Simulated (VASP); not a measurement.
Consider the following.

```cif
data_C2
_chemical_formula_sum 'C2'
_space_group_name_H-M_alt 'P 1'
_space_group_IT_number 1
_cell_length_a 2.52581
_cell_length_b 2.52581
_cell_length_c 2.52581
_cell_angle_alpha 60.000
_cell_angle_beta 60.000
_cell_angle_gamma 60.000
loop_
_space_group_symop_operation_xyz
  'x, y, z'
loop_
_atom_site_label
_atom_site_type_symbol
_atom_site_fract_x
_atom_site_fract_y
_atom_site_fract_z
_atom_site_occupancy
C1 C 0.00000 0.00000 0.00000 1
C2 C 0.25000 0.25000 0.25000 1
```

These are optB86b-vdW, VASP's PBE PAW potentials (set 64) (plane waves; VASP) values and carry that method's errors. Settings: 520 eV cut-off, 13×13×13 Γ-centred mesh, Gaussian smearing of 0.050 eV, potentials C.

Question: Give the energy at these volumes per atom, relative to the lowest: 5.35, 5.52, 5.69, 5.87, 6.04 Å³.

Answer: 31.2, 7.5, 0.0, 6.4, 25.0 meV/atom. A third-order Birch-Murnaghan fit gives B0 = 435 GPa and B0′ = 3.7.

Measured: bulk modulus 455 GPa at 0 K (computed value off by -4.2 %), as given by Daniel Mejia-Rodriguez et al., Physical Review B (2018), arXiv:1807.09216 [0 K value with the zero-point phonon effect removed]; a 3.553 Å at 0 K (computed value off by +0.5 %), as given by Daniel Mejia-Rodriguez et al., Physical Review B (2018), arXiv:1807.09216 [static lattice: zero-point anharmonic expansion removed].

The compound is C in the diamond structure. It was relaxed first.
